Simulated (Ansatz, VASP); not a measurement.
# TiTeSe: VASP beside Ansatz, part 2 of 2

Aim: how closely do two programs agree when they are given the same cell, functional and k mesh? The structure shown is the start of the Ansatz relaxation below; VASP solves that cell, so the two are compared at the walk's first step.

VASP 6.6.1 and Ansatz 0.2.0.

So far. Step 4 (Differences): The forces differ by 13 meV/Å r.m.s., which is 46.8 % of the r.m.s. force of 0.028 eV/Å (both taken over all components). With vacuum in the cell, a pressure given here is an average over mostly empty space and none of the material.

## 6. Ansatz: relaxation, PBEsol

Level of this step: Ansatz beside VASP: Kohn-Sham DFT, plane waves, PBEsol (Ansatz).

The two programs are compared at the cell with which this relaxation starts, whose forces are those of its first step.

The structure compared here is the start of the Ansatz relaxation; VASP solves that cell, so the two are compared at the walk's first step.

The input, input.yaml:

```yaml
crystal:
  lattice:
    - [3.5700281122, 0.0, 0.0]
    - [-1.7850140561, 3.1844870886, 0.0]
    - [0.0, 0.0, 30.0]
  atoms:
    - { symbol: Ti, position: [0.0003014545, 0.0006029091, 0.337034885] }
    - { symbol: Se, position: [0.331571759, 0.6631435179, 0.3839200688] }
    - { symbol: Te, position: [0.6681267865, 0.3362535731, 0.2757117128] }
  periodic: [true, true, false]
kpoints:
  mp_grid: { grid: [15, 15, 1] }
hamiltonian:
  xc: pbesol
  pseudopotentials: { kind: paw, azcp: { folder: soft_1 }, xc_functional: pbe }
scf:
  occupations: { method: methfessel_paxton, width: 0.2 }
output:
  forces: true
  stress: true
  eigenvalues: true
relax:
  adjacent_minimum: "off"
  f_tol: 0.001
  max_steps: 60
```

The run is started by

```bash
$ ansatz run input.yaml --threads 4 --pin off --max-ram 16384MiB --backend cpu --events-out ev --progress --plain --runs-dir out
```

Numbers of over 12 decimals in the logs are rounded to 6 here.

What it wrote:

```text
[...]
Crystal: 3 atoms, lattice volume = 341.061 Å³
Basis set: ecut = 420 eV, 6599 PW (Γ), exchange–correlation on 48×50×432 points (8 copies of the dense FFT grid, shifted against one another)
Bands: 27, of which v1, the nominal top of the filled ones, is band 22 counted from 1 (21 counted from 0)
Symmetry: 2 space group operations
[...]
--- Relaxed structure (5 steps of the walk, 5 accepted, 0 SCFs on fresh bases) ---
  F+E_penalty+E_count = -14802.42274185 eV   max|allowed force component| = 6.927e-5 eV/Å
  cell:  # Å, volume = 341.0613 Å³
    - [3.5700281122, 0.0, 0.0]
    - [-1.7850140561, 3.1844870886, 0.0]
    - [0.0, 0.0, 30.0]
  atoms:
    - { symbol: Ti, position: [0.000466347, 0.000932693, 0.337080] }
    - { symbol: Se, position: [0.330746, 0.661491, 0.383614] }
    - { symbol: Te, position: [0.668788, 0.337576, 0.275973] }
[key lines of the parts left out:]
SCF converged after 5 iterations
Free energy (F): -14802.422742 eV
Fermi energy:    -4.929634 eV
P = ½ c Tr σ = -0.9468 N/m
```

## 7. VASP: single point, PBEsol, start cell, pair 2

The same cell, functional, mesh and smearing now go to VASP, with its own data sets.

The input, INCAR:

```
SYSTEM = TiTeSe
PREC = Accurate
ENCUT = 400
EDIFF = 1E-06
NELM = 120
ISMEAR = 1
SIGMA = 0.2
LREAL = .FALSE.
ALGO = Normal
GGA = PS
NBANDS = 18
LASPH = .TRUE.
LORBIT = 11
LWAVE = .FALSE.
LCHARG = .FALSE.
ISIF = 2
LDIPOL = .TRUE.
IDIPOL = 3
DIPOL = 0.5 0.5 0.332
LVHAR = .TRUE.
GGA_COMPAT = .FALSE.
NELMDL = -8
KPAR = 2
```

The input, POSCAR:

```
TiTeSe
1.0
    3.5700281122      0.0000000000      0.0000000000
   -1.7850140561      3.1844870886      0.0000000000
    0.0000000000      0.0000000000     30.0000000000
Ti Se Te
1 1 1
Direct
    0.0003014614      0.0006029228      0.3370349000
    0.3315717636      0.6631435271      0.3839200667
    0.6681267454      0.3362535222      0.2757117000
```

The input, KPOINTS:

```
Automatic mesh
0
Gamma
15 15 1
0 0 0
```

Potentials, in the order of the species: Ti_sv, Se and Te (PBE family, release 64).

The run is started by

```bash
$ mpirun -np 2 vasp_std
```

What it wrote:

```text
[banner, memory and clock lines left out]
running    2 mpi-ranks, on    1 nodes
[...]
[... a notice as in an earlier step ...]

 LDA part: xc-table for (Slater+PW92), standard interpolation
 POSCAR, INCAR and KPOINTS ok, starting setup
[...]
entering main loop
       N       E                     dE             d eps       ncg     rms          rms(c)
DAV:   1     0.146573896449E+03    0.14657E+03   -0.94593E+03  2824   0.814E+02
DAV:   2    -0.189231294674E+00   -0.14676E+03   -0.14424E+03  3044   0.220E+02
DAV:   3    -0.200984582708E+02   -0.19909E+02   -0.19778E+02  4182   0.731E+01
DAV:   4    -0.210203708846E+02   -0.92191E+00   -0.91843E+00  3176   0.156E+01
[...]
DAV:  27    -0.184091532774E+02   -0.26814E-05   -0.60794E-08  1890   0.106E-03    0.663E-04
DAV:  28    -0.184091550253E+02   -0.17479E-05   -0.34323E-08  1758   0.940E-04    0.245E-04
DAV:  29    -0.184091556354E+02   -0.61009E-06   -0.11642E-08  1506   0.492E-04
   1 F= -.18409156E+02 E0= -.18409441E+02  d E =0.856086E-03
```

OUTCAR, selected parts (step 7):

```text
  Total       -0.3973771     -1.2415439     -0.2325475      0.0000000     -0.0708653      0.0000000
  in kB       -1.8667281     -5.8323056     -1.0924207      0.0000000     -0.3328984      0.0000000
  external PRESSURE =      -2.9304848 kB  Pullay stress =       0.0000000 kB

 POSITION                                       TOTAL-FORCE (eV/Angst)
 -----------------------------------------------------------------------------------
      0.00000      0.00192     10.11105        -0.000000      0.015584      0.018529
      0.00000      2.11177     11.51760         0.000000     -0.030887     -0.056581
      1.78501      1.07079      8.27135        -0.000000      0.015302      0.038052
 -----------------------------------------------------------------------------------
    total drift:                                0.000015     -0.000069      0.000231

  FREE ENERGIE OF THE ION-ELECTRON SYSTEM (eV)
  ---------------------------------------------------
  free  energy   TOTEN  =       -18.4091556354 eV

  energy  without entropy=      -18.4100117218  energy(sigma->0) =      -18.40944100

[... 1 part as in an earlier step ...]

[... 2 further parts left out ...]
[key lines of the parts left out:]
E-fermi :  -2.6266
```

The run ends at a pressure of -0.29 GPa, with forces up to 0.064 eV/Å.

## 8. Comparison

What differs besides the data sets and the points named for the pairs above, as far as they apply: the data sets hold 44 valence electrons in Ansatz (on its PAW soft_1 files) and 24 in VASP. Total energies have different zeros and are not compared.

Forces (eV/Å; atoms numbered as in POSCAR):

```csv
atom,"Ansatz x, y, z","VASP x, y, z"
Ti1,"0.000, 0.014, 0.022","0.000, 0.016, 0.019"
Se2,"0.000, -0.029, -0.086","0.000, -0.031, -0.057"
Te3,"0.000, 0.015, 0.064","0.000, 0.015, 0.038"
```

The forces differ by 13 meV/Å r.m.s., which is 48.8 % of the r.m.s. force of 0.027 eV/Å (both taken over all components). With vacuum in the cell, a pressure given here is an average over mostly empty space and none of the material.

## 9. Ansatz: relaxation, PBEsol

The two programs are compared at the cell with which this relaxation starts, whose forces are those of its first step.

The structure compared here is the start of the Ansatz relaxation; VASP solves that cell, so the two are compared at the walk's first step.

input.yaml, the sections that differ from step 6:

```yaml
crystal:
  lattice:
    - [3.7128292366, 0.0, 0.0]
    - [-1.8564146183, 3.0917350374, 0.0]
    - [0.0, 0.0, 30.0]
  atoms:
    - { symbol: Ti, position: [-0.0006743004, -0.0013486007, 0.3370814185] }
    - { symbol: Se, position: [0.3361286155, 0.672257231, 0.3836105187] }
    - { symbol: Te, position: [0.6645456848, 0.3290913697, 0.2759747295] }
  periodic: [true, true, false]
# kpoints, hamiltonian, scf, output, relax: as in step 6
```

The run is started by

```bash
$ ansatz run input.yaml --threads 4 --pin off --max-ram 16384MiB --backend cpu --events-out ev --progress --plain --runs-dir out
```

What it wrote:

```text
[...]
Crystal: 3 atoms, lattice volume = 344.373 Å³
Basis set: ecut = 420 eV, 6693 PW (Γ), exchange–correlation on 50×50×432 points (8 copies of the dense FFT grid, shifted against one another)
Bands: 27, of which v1, the nominal top of the filled ones, is band 22 counted from 1 (21 counted from 0)
Symmetry: 2 space group operations
[...]
--- Relaxed structure (5 steps of the walk, 5 accepted, 0 SCFs on fresh bases) ---
  F+E_penalty+E_count = -14802.41061167 eV   max|allowed force component| = 1.848e-4 eV/Å
  cell:  # Å, volume = 344.3725 Å³
    - [3.7128292366, 0.0, 0.0]
    - [-1.8564146183, 3.0917350374, 0.0]
    - [0.0, 0.0, 30.0]
  atoms:
    - { symbol: Ti, position: [-0.000996748, -0.0019935, 0.337132] }
    - { symbol: Se, position: [0.337067, 0.674134, 0.383300] }
    - { symbol: Te, position: [0.663930, 0.327859, 0.276235] }
[key lines of the parts left out:]
SCF converged after 5 iterations
Free energy (F): -14802.410612 eV
Fermi energy:    -4.941526 eV
P = ½ c Tr σ = -1.2245 N/m
```

## 10. VASP: single point, PBEsol, start cell, pair 3

The same cell, functional, mesh and smearing now go to VASP, with its own data sets.

INCAR is that of step 7.

The input, POSCAR:

```
TiTeSe
1.0
    3.7128292366      0.0000000000      0.0000000000
   -1.8564146183      3.0917350374      0.0000000000
    0.0000000000      0.0000000000     30.0000000000
Ti Se Te
1 1 1
Direct
    0.9993256214      0.9986512428      0.3370814333
    0.3361285775      0.6722571549      0.3836105333
    0.6645457362      0.3290912668      0.2759747333
```

KPOINTS is that of step 7.

The run is started by

```bash
$ mpirun -np 2 vasp_std
```

What it wrote:

```text
[... set-up lines as in an earlier step ...]
 entering main loop
       N       E                     dE             d eps       ncg     rms          rms(c)
DAV:   1     0.146783932498E+03    0.14678E+03   -0.93614E+03  2840   0.808E+02
DAV:   2    -0.305854214942E+00   -0.14709E+03   -0.14466E+03  3104   0.219E+02
DAV:   3    -0.201366632448E+02   -0.19831E+02   -0.19754E+02  4190   0.729E+01
DAV:   4    -0.210518462012E+02   -0.91518E+00   -0.91188E+00  3192   0.155E+01
[...]
DAV:  28    -0.183972234352E+02   -0.18044E-05   -0.30708E-08  1712   0.682E-04    0.439E-04
DAV:  29    -0.183972244634E+02   -0.10282E-05   -0.24219E-08  1698   0.841E-04    0.124E-04
DAV:  30    -0.183972248901E+02   -0.42667E-06   -0.84586E-09  1460   0.413E-04
   1 F= -.18397225E+02 E0= -.18397552E+02  d E =0.982390E-03
```

From OUTCAR (step 10):

```text
  Total       -1.5920515     -0.4562386     -0.2292158      0.0000000      0.0744357      0.0000000
  in kB       -7.4069464     -2.1226289     -1.0664161      0.0000000      0.3463088      0.0000000
  external PRESSURE =      -3.5319971 kB  Pullay stress =       0.0000000 kB

 POSITION                                       TOTAL-FORCE (eV/Angst)
 -----------------------------------------------------------------------------------
      1.85641      3.08757     10.11244         0.000000     -0.020381      0.019176
      0.00000      2.07844     11.50832        -0.000000      0.034778     -0.056228
      1.85641      1.01746      8.27924         0.000000     -0.014397      0.037052
 -----------------------------------------------------------------------------------
    total drift:                               -0.000106      0.000167      0.000333

  FREE ENERGIE OF THE ION-ELECTRON SYSTEM (eV)
  ---------------------------------------------------
  free  energy   TOTEN  =       -18.3972248901 eV

  energy  without entropy=      -18.3982072800  energy(sigma->0) =      -18.39755235

[... 1 part as in an earlier step ...]

[... 2 further parts left out ...]
[key lines of the parts left out:]
E-fermi :  -2.6582
```

The run ends at a pressure of -0.35 GPa, with forces up to 0.066 eV/Å.

## 11. Comparison

What differs besides the data sets and the points named for the pairs above, as far as they apply: the data sets hold 44 valence electrons in Ansatz (on its PAW soft_1 files) and 24 in VASP. Total energies have different zeros and are not compared.

Forces (eV/Å; atoms numbered as in POSCAR):

```csv
atom,"Ansatz x, y, z","VASP x, y, z"
Ti1,"0.000, -0.019, 0.022","0.000, -0.020, 0.019"
Se2,"0.000, 0.033, -0.085","0.000, 0.035, -0.056"
Te3,"0.000, -0.014, 0.063","0.000, -0.014, 0.037"
```

The forces differ by 13 meV/Å r.m.s., which is 47.1 % of the r.m.s. force of 0.027 eV/Å (both taken over all components). With vacuum in the cell, a pressure given here is an average over mostly empty space and none of the material.

## 12. Outcome

```json
{
 "r.m.s. force difference (single point, PBEsol, start cell, pair 1)": "13 meV/Å",
 "r.m.s. force difference (single point, PBEsol, start cell, pair 2)": "13 meV/Å",
 "r.m.s. force difference (single point, PBEsol, start cell, pair 3)": "13 meV/Å"
}
```

What this shows: The r.m.s. force difference is 13 meV/Å (single point, PBEsol, start cell, pair 2), beyond the 12 meV/Å picked in this series as the mark of a large difference. The data sets hold unlike numbers of valence electrons (44 in Ansatz and 24 in VASP), so part of the differences comes from the potentials. For single point, PBEsol, start cell, pair 1, no further run moves any of the tabulated differences by more than a quarter of its size. What causes the difference of the single point, PBEsol, start cell, pair 2 pair stays open here. What causes the difference of the single point, PBEsol, start cell, pair 3 pair stays open here. 7 further runs of this series are not shown here. Such differences can come from data sets, numerical settings and the points named under the comparisons, not from the functional's error against experiment.

[Lines on the potential files, build, host, timing and source positions are cut from VASP's logs without a mark.]

[Logs are printed without paths, hosts, clocks, repeated set-up lines and the standing remarks that a program may print on its own settings, such as how far it seeks lower states.]

[Hosts, paths, dates, database ids (printed as entryN), source tags and the programs' standing remarks are cut or masked in the printed files.]
